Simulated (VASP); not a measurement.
# Nb (Niobium): cell size and functional

How much does the relaxed cell of Nb (Niobium) depend on the functional? The starting structure is a measured crystal structure from the Crystallography Open Database.

Program: VASP 6.6.1. Level of theory: Kohn-Sham DFT with plane waves and PAW; PBEsol, LDA, PBE, PBEsol + D3(BJ), r2SCAN, r2SCAN + rVV10, vdW-DF-cx and BLYP. Results are calculated unless marked as measured.

**1. The starting structure**

Symmetry: Im-3m, No. 229, cubic system. Conventional cell: a = 3.300 Å, b = 3.300 Å, c = 3.300 Å, α = 90.00°, β = 90.00°, γ = 90.00°. Nearest to Nb lie 8 Nb at 2.86 Å.

**2. Relaxation with PBEsol**

PBEsol restores the gradient expansion of exchange and is tuned for the cells of solids.

Input file INCAR:

```
SYSTEM = Nb
PREC = Accurate
ENCUT = 450
EDIFF = 1E-06
NELM = 100
ISMEAR = 1
SIGMA = 0.1
LREAL = .FALSE.
ALGO = Normal
GGA = PS
NBANDS = 12
LORBIT = 11
LWAVE = .FALSE.
LCHARG = .FALSE.
KPAR = 2
IBRION = 2
NSW = 50
ISIF = 3
EDIFFG = -0.01
```

Input file POSCAR:

```
Nb
1.0
   -1.6502000000      1.6502000000      1.6502000000
    1.6502000000     -1.6502000000      1.6502000000
    1.6502000000      1.6502000000     -1.6502000000
Nb
1
Direct
    0.0000000000      0.0000000000      0.0000000000
```

Input file KPOINTS:

```
Automatic mesh
0
Gamma
12 12 12
0 0 0
```

PAW data sets: Nb_sv (PBE family, release 64).

On the command line:

```sh
$ mpirun -np 2 vasp_std
```

Output:

```text
[banner, memory and clock lines left out]
running    2 mpi-ranks, on    1 nodes
 distrk:  each k-point on    1 cores,    2 groups
 distr:  one band on    1 cores,    1 groups

 POSCAR found type information on POSCAR Nb
 POSCAR found :  1 types and       1 ions
|                                                                             |
|               ----> ADVICE to this user running VASP <----                  |
|                                                                             |
|     You enforced a specific xc type in the INCAR file but a different       |
|     [... a line on the potential file left out ...]
|     I HOPE YOU KNOW WHAT YOU ARE DOING!                                     |
|                                                                             |

 LDA part: xc-table for (Slater+PW92), standard interpolation
 POSCAR, INCAR and KPOINTS ok, starting setup
 FFT: planning ... GRIDC
 FFT: planning ... GRID_SOFT
 FFT: planning ... GRID
 WAVECAR not read
 entering main loop
       N       E                     dE             d eps       ncg     rms          rms(c)
DAV:   1     0.103919491944E+03    0.10392E+03   -0.65868E+03  1736   0.966E+02
DAV:   2    -0.745011903200E+01   -0.11137E+03   -0.10769E+03  1916   0.360E+02
DAV:   3    -0.112143131467E+02   -0.37642E+01   -0.35726E+01  2408   0.579E+01
DAV:   4    -0.114417845690E+02   -0.22747E+00   -0.22618E+00  2464   0.133E+01
DAV:   5    -0.114509159960E+02   -0.91314E-02   -0.91299E-02  2456   0.212E+00    0.755E+00
DAV:   6    -0.110111412737E+02    0.43977E+00   -0.64391E-01  2748   0.976E+00    0.263E+00
DAV:   7    -0.109524306885E+02    0.58711E-01   -0.19946E-01  2852   0.533E+00    0.965E-01
DAV:   8    -0.109559000520E+02   -0.34694E-02   -0.11726E-02  2060   0.139E+00    0.654E-02
DAV:   9    -0.109559558367E+02   -0.55785E-04   -0.87553E-04  2932   0.296E-01    0.314E-02
DAV:  10    -0.109559693121E+02   -0.13475E-04   -0.14949E-05  2084   0.472E-02    0.107E-02
DAV:  11    -0.109559647329E+02    0.45791E-05   -0.40175E-06  2196   0.313E-02    0.226E-03
DAV:  12    -0.109559646827E+02    0.50231E-07   -0.16438E-07  1184   0.539E-03
   1 F= -.10955965E+02 E0= -.10956236E+02  d E =-.109560E+02
[...]
2 F= -.10928152E+02 E0= -.10928255E+02  d E =0.278129E-01
[...]
3 F= -.10964558E+02 E0= -.10964874E+02  d E =-.859367E-02
 curvature:  -0.16 expect dE=-0.401E-05 dE for cont linesearch -0.401E-05
 ZBRENT: interpolating
 opt :   0.3365  next Energy=   -10.964562 (dE=-0.860E-02)
 bond charge predicted
       N       E                     dE             d eps       ncg     rms          rms(c)
DAV:   1    -0.109646108296E+02   -0.53415E-04   -0.13646E-03  2308   0.516E-01    0.573E-02
DAV:   2    -0.109645637392E+02    0.47090E-04   -0.10534E-04  2468   0.133E-01    0.164E-02
DAV:   3    -0.109645586895E+02    0.50497E-05   -0.38151E-05  3056   0.618E-02    0.106E-02
DAV:   4    -0.109645605193E+02   -0.18298E-05   -0.83056E-07  1760   0.970E-03    0.501E-03
DAV:   5    -0.109645619841E+02   -0.14648E-05   -0.24876E-06  2264   0.127E-02    0.258E-03
DAV:   6    -0.109645621114E+02   -0.12731E-06   -0.19461E-07   916   0.340E-03
   4 F= -.10964562E+02 E0= -.10964879E+02  d E =-.859743E-02
 curvature:  -0.15 expect dE=-0.388E-07 dE for cont linesearch -0.388E-07
 trial: gam=-0.00224 g(F)=  0.698E-61 g(S)=  0.255E-06 ort = 0.113E-03 (trialstep = 0.867E+00)
 search vector abs. value=  0.101E-09
 reached required accuracy - stopping structural energy minimisation
```

The job ended after 17 s (2 MPI ranks of Intel Xeon Platinum 8488C (Sapphire Rapids), shared host; peak memory 0.24 GiB).

The logs omit lines about the potential files and the build; timing stands in the text.

OUTCAR, selected parts (step 2):

```text
ion  position               nearest neighbor table
   1  0.000  0.000  0.000-

  LATTYP: Found a body centered cubic cell.
 ALAT       =     3.3004000000

 Subroutine GETGRP returns: Found 48 space group operations
 (whereof 48 operations were pure point group operations)

The static configuration has the point symmetry O_h .

 Found     72 irreducible k-points:

   k-points           NKPTS =     72   k-points in BZ     NKDIM =     72   number of bands    NBANDS=     12

   dimension x,y,z NGX =    20 NGY =   20 NGZ =   20
   dimension x,y,z NGXF=    40 NGYF=   40 NGZF=   40

   ENCUT  =  450.0 eV  33.07 Ry    5.75 a.u.   4.94  4.94  4.94*2*pi/ulx,y,z

   NELECT =      13.0000    total number of electrons

 k-points in reciprocal lattice and weights: Automatic mesh
   0.00000000  0.00000000  0.00000000       0.001
   0.08333333  0.00000000  0.00000000       0.007
   0.16666667  0.00000000  0.00000000       0.007
   0.25000000  0.00000000  0.00000000       0.007
   0.33333333  0.00000000  0.00000000       0.007
   0.41666667  0.00000000  0.00000000       0.007
   0.50000000  0.00000000  0.00000000       0.003
   0.08333333  0.08333333  0.00000000       0.014
   0.16666667  0.08333333 -0.00000000       0.028
[...]
0.50000000  0.50000000  0.41666667       0.007
   0.50000000  0.50000000  0.50000000       0.001

 average (electrostatic) potential at core
       1 -76.1085

 E-fermi :  11.4175

 k-point     1 :       0.0000    0.0000    0.0000
  band No.  band energies     occupation
      1     -42.7590      2.00000
      2     -18.0048      2.00000
      3     -18.0048      2.00000
      4     -18.0048      2.00000
      5       5.4574      2.00000
      6      11.8339     -0.00000
      7      11.8339     -0.00000
      8      11.8339     -0.00000
      9      14.8451      0.00000
     10      14.8451      0.00000
    ...

 k-point     2 :       0.0833    0.0000    0.0000
  band No.  band energies     occupation
      1     -42.7406      2.00000
      2     -18.1141      2.00000
      3     -18.0377      2.00000
      4     -18.0058      2.00000
      5       5.7533      2.00000
      6      11.6513     -0.00463
      7      11.7851     -0.00000
      8      12.1204     -0.00000
      9      14.5762      0.00000
     10      14.8460      0.00000
    ...

 k-point     3 :       0.1667    0.0000    0.0000
  band No.  band energies     occupation
    ...
      2     -18.4055      2.00000
      3     -18.1266      2.00000
      4     -18.0086      2.00000
      5       6.5382      2.00000
      6      11.1927      2.00664
      7      11.5593     -0.06216
      8      12.9537     -0.00000
      9      14.2321      0.00000
     10      14.8793      0.00000
     11      26.4184      0.00000
    ...

  Total       -0.0013264     -0.0013264     -0.0013264     -0.0000000     -0.0000000     -0.0000000
  in kB       -0.1216880     -0.1216880     -0.1216880     -0.0000000     -0.0000000     -0.0000000
  external PRESSURE =      -0.1216880 kB  Pullay stress =       0.0000000 kB

  energy-cutoff  :      450.00
  volume of cell :       17.46
      direct lattice vectors                 reciprocal lattice vectors
    -1.634401638  1.634401638  1.634401638     0.000000000  0.305922356  0.305922356
     1.634401638 -1.634401638  1.634401638     0.305922356  0.000000000  0.305922356
     1.634401638  1.634401638 -1.634401638     0.305922356  0.305922356  0.000000000

 POSITION                                       TOTAL-FORCE (eV/Angst)
 -----------------------------------------------------------------------------------
      3.26880      0.00000      0.00000        -0.000000      0.000000      0.000000
 -----------------------------------------------------------------------------------
    total drift:                                0.000000     -0.000000     -0.000000

  FREE ENERGIE OF THE ION-ELECTRON SYSTEM (eV)
  ---------------------------------------------------
  free  energy   TOTEN  =       -10.9645621114 eV

  energy  without entropy=      -10.9655130357  energy(sigma->0) =      -10.96487909

 reached required accuracy - stopping structural energy minimisation

 total charge
# of ion       s       p       d       tot
------------------------------------------
    1        2.228   6.000   2.543  10.771

[... 3 further parts left out ...]
```

This run has no spin polarisation. Its electron count is odd, so without a moment it is a metal by construction. The PAW data sets were made with PBE, which is usual practice but a small mismatch for other functionals. The run keeps the 48 symmetry operations of its start, so it cannot find a distortion of lower symmetry.

With PBEsol the relaxed cell holds 17.464 Å³ an atom, -2.84 % against the measured cell, with a = 3.269 Å.

**3. Relaxation with LDA**

LDA, the lowest rung, knows the local density alone. This run starts from the cell of an earlier relaxation, which isn't shown; the restart sets up the plane waves anew.

Changes to INCAR since step 2:

```diff
@@ -9,3 +9,3 @@
 ALGO = Normal
-GGA = PS
+GGA = CA
 NBANDS = 12
```

Input file POSCAR:

```
Nb
1.0
   -1.6238019549      1.6238019549      1.6238019549
    1.6238019549     -1.6238019549      1.6238019549
    1.6238019549      1.6238019549     -1.6238019549
Nb
1
Direct
    0.0000000000      0.0000000000      0.0000000000
```

KPOINTS is that of step 2.

Potentials, in the order of the species: Nb_sv (LDA family, release 64).

On the command line:

```sh
$ mpirun -np 2 vasp_std
```

Output:

```text
[banner, memory and clock lines left out]
running    2 mpi-ranks, on    1 nodes
[...]
LDA part: xc-table for (Slater(with rela. corr.)+CA(PZ))
 , standard interpolation
 POSCAR, INCAR and KPOINTS ok, starting setup
[...]
entering main loop
       N       E                     dE             d eps       ncg     rms          rms(c)
DAV:   1     0.108244489716E+03    0.10824E+03   -0.67439E+03  1736   0.985E+02
DAV:   2    -0.732309448907E+01   -0.11557E+03   -0.11113E+03  1900   0.378E+02
DAV:   3    -0.115157600020E+02   -0.41927E+01   -0.40176E+01  2640   0.634E+01
DAV:   4    -0.116805983694E+02   -0.16484E+00   -0.16424E+00  2360   0.112E+01
[...]
DAV:  10    -0.112663728728E+02   -0.70136E-05   -0.20253E-05  2228   0.430E-02    0.164E-02
DAV:  11    -0.112663705562E+02    0.23166E-05   -0.58891E-06  2272   0.389E-02    0.316E-03
DAV:  12    -0.112663704983E+02    0.57850E-07   -0.12340E-07  1248   0.538E-03
   1 F= -.11266370E+02 E0= -.11266603E+02  d E =-.112664E+02
[...]
DAV:   4    -0.112663508530E+02   -0.86924E-05   -0.66390E-06  2308   0.260E-02    0.151E-02
DAV:   5    -0.112663586823E+02   -0.78294E-05   -0.22031E-05  2936   0.331E-02    0.634E-03
DAV:   6    -0.112663584644E+02    0.21796E-06   -0.56512E-07  1340   0.943E-03
   2 F= -.11266358E+02 E0= -.11266581E+02  d E =0.120339E-04
 trial-energy change:    0.000012  1 .order    0.000012   -0.000020    0.000043
 step:   0.3122(harm=  0.3122)  dis= 0.00000  next Energy=   -11.266374 (dE=-0.305E-05)
[...]
N       E                     dE             d eps       ncg     rms          rms(c)
DAV:   1    -0.112665642908E+02   -0.20561E-03   -0.54170E-03  2292   0.110E+00    0.116E-01
DAV:   2    -0.112663849734E+02    0.17932E-03   -0.40054E-04  2688   0.272E-01    0.315E-02
DAV:   3    -0.112663654524E+02    0.19521E-04   -0.13964E-04  3172   0.125E-01    0.209E-02
DAV:   4    -0.112663696358E+02   -0.41834E-05   -0.29923E-06  2180   0.177E-02    0.104E-02
DAV:   5    -0.112663733713E+02   -0.37355E-05   -0.10542E-05  2924   0.235E-02    0.454E-03
DAV:   6    -0.112663732856E+02    0.85733E-07   -0.31275E-07  1180   0.741E-03
   3 F= -.11266373E+02 E0= -.11266603E+02  d E =-.278724E-05
[...]
reached required accuracy - stopping structural energy minimisation
```

Elapsed: 17 s, on 2 MPI ranks; peak memory 0.22 GiB; 22 s of CPU time.

From OUTCAR (step 3):

```text
  Total       -0.0001224     -0.0001224     -0.0001224      0.0000000      0.0000000      0.0000000
  in kB       -0.0114554     -0.0114554     -0.0114554      0.0000000      0.0000000      0.0000000
  external PRESSURE =      -0.0114554 kB  Pullay stress =       0.0000000 kB

 POSITION                                       TOTAL-FORCE (eV/Angst)
 -----------------------------------------------------------------------------------
      0.00000      0.00000      0.00000        -0.000000      0.000000     -0.000000
 -----------------------------------------------------------------------------------
    total drift:                                0.000000     -0.000000      0.000000

  FREE ENERGIE OF THE ION-ELECTRON SYSTEM (eV)
  ---------------------------------------------------
  free  energy   TOTEN  =       -11.2663732856 eV

  energy  without entropy=      -11.2670627374  energy(sigma->0) =      -11.26660310

[... 2 parts as in an earlier step ...]

[... 2 further parts left out ...]
[key lines of the parts left out:]
E-fermi :  11.6414
```

With LDA the relaxed cell holds 17.117 Å³ an atom, -4.77 % against the measured cell, with a = 3.247 Å. That is -1.98 % from PBEsol.

**4. Relaxation with PBE**

PBE, the usual starting point, adds the gradient of the density.

Changes to INCAR since step 3:

```diff
@@ -9,3 +9,3 @@
 ALGO = Normal
-GGA = CA
+GGA = PE
 NBANDS = 12
```

Input file POSCAR:

```
Nb
1.0
   -1.6502000000      1.6502000000      1.6502000000
    1.6502000000     -1.6502000000      1.6502000000
    1.6502000000      1.6502000000     -1.6502000000
Nb
1
Direct
    0.0000000000      0.0000000000      0.0000000000
```

KPOINTS is that of step 3.

The projector-augmented-wave data sets are Nb_sv (PBE family, release 64).

On the command line:

```sh
$ mpirun -np 2 vasp_std
```

Output:

```text
[banner, memory and clock lines left out]
running    2 mpi-ranks, on    1 nodes
[...]
LDA part: xc-table for (Slater+PW92), standard interpolation
 POSCAR, INCAR and KPOINTS ok, starting setup
[...]
entering main loop
       N       E                     dE             d eps       ncg     rms          rms(c)
DAV:   1     0.105072729342E+03    0.10507E+03   -0.65973E+03  1736   0.966E+02
DAV:   2    -0.663067151968E+01   -0.11170E+03   -0.10799E+03  1912   0.361E+02
DAV:   3    -0.104065149491E+02   -0.37758E+01   -0.35858E+01  2400   0.581E+01
DAV:   4    -0.106357692403E+02   -0.22925E+00   -0.22788E+00  2492   0.133E+01
[...]
DAV:  10    -0.102268754300E+02   -0.17240E-04   -0.23770E-05  2064   0.622E-02    0.126E-02
DAV:  11    -0.102268679353E+02    0.74946E-05   -0.42319E-06  2236   0.329E-02    0.204E-03
DAV:  12    -0.102268680659E+02   -0.13050E-06   -0.11707E-07  1192   0.430E-03
   1 F= -.10226868E+02 E0= -.10227151E+02  d E =-.102269E+02
[...]
DAV:   7    -0.102263591755E+02    0.13223E-05   -0.52787E-06  2688   0.180E-02    0.366E-03
DAV:   8    -0.102263595853E+02   -0.40979E-06   -0.97659E-08  1020   0.363E-03
   2 F= -.10226360E+02 E0= -.10226663E+02  d E =0.508481E-03
 trial-energy change:    0.000508  1 .order    0.000503   -0.001115    0.002122
 step:   0.3423(harm=  0.3446)  dis= 0.00000  next Energy=   -10.227059 (dE=-0.191E-03)
[...]
N       E                     dE             d eps       ncg     rms          rms(c)
DAV:   1    -0.102367567967E+02   -0.10398E-01   -0.27070E-01  2272   0.724E+00    0.789E-01
DAV:   2    -0.102277335858E+02    0.90232E-02   -0.20976E-02  2436   0.187E+00    0.236E-01
DAV:   3    -0.102266434607E+02    0.10901E-02   -0.75684E-03  3088   0.864E-01    0.144E-01
DAV:   4    -0.102268548860E+02   -0.21143E-03   -0.16807E-04  2336   0.135E-01    0.716E-02
DAV:   5    -0.102270587988E+02   -0.20391E-03   -0.51930E-04  2844   0.147E-01    0.315E-02
DAV:   6    -0.102270580754E+02    0.72342E-06   -0.15326E-05  2000   0.458E-02    0.423E-03
DAV:   7    -0.102270583948E+02   -0.31942E-06   -0.32533E-06  2484   0.123E-02
   3 F= -.10227058E+02 E0= -.10227345E+02  d E =-.190329E-03
[...]
reached required accuracy - stopping structural energy minimisation
```

The job ended after 16 s (2 MPI ranks; peak memory 0.24 GiB; 20 s of CPU time).

OUTCAR, selected parts (step 4):

```text
  Total        0.0000282      0.0000282      0.0000282      0.0000000      0.0000000     -0.0000000
  in kB        0.0025039      0.0025039      0.0025039      0.0000000      0.0000000     -0.0000000
  external PRESSURE =       0.0025039 kB  Pullay stress =       0.0000000 kB

 POSITION                                       TOTAL-FORCE (eV/Angst)
 -----------------------------------------------------------------------------------
      0.00000      0.00000      0.00000         0.000000     -0.000000      0.000000
 -----------------------------------------------------------------------------------
    total drift:                                0.000000     -0.000000      0.000000

  FREE ENERGIE OF THE ION-ELECTRON SYSTEM (eV)
  ---------------------------------------------------
  free  energy   TOTEN  =       -10.2270583948 eV

  energy  without entropy=      -10.2279194407  energy(sigma->0) =      -10.22734541

[... 2 parts as in an earlier step ...]

[... 2 further parts left out ...]
[key lines of the parts left out:]
E-fermi :  11.0974
```

With PBE the relaxed cell holds 18.053 Å³ an atom, +0.44 % against the measured cell, with a = 3.305 Å. That is +3.38 % from PBEsol.

(Part 1 of 2 ends here.)

[Lines on the potential files, build, host, timing and source positions are cut from VASP's logs without a mark.]

[Logs are printed without paths, hosts, clocks, repeated set-up lines and the standing remarks that a program may print on its own settings, such as how far it seeks lower states.]

[Hosts, paths, dates, database ids (printed as entryN), source tags and the programs' standing remarks are cut or masked in the printed files.]
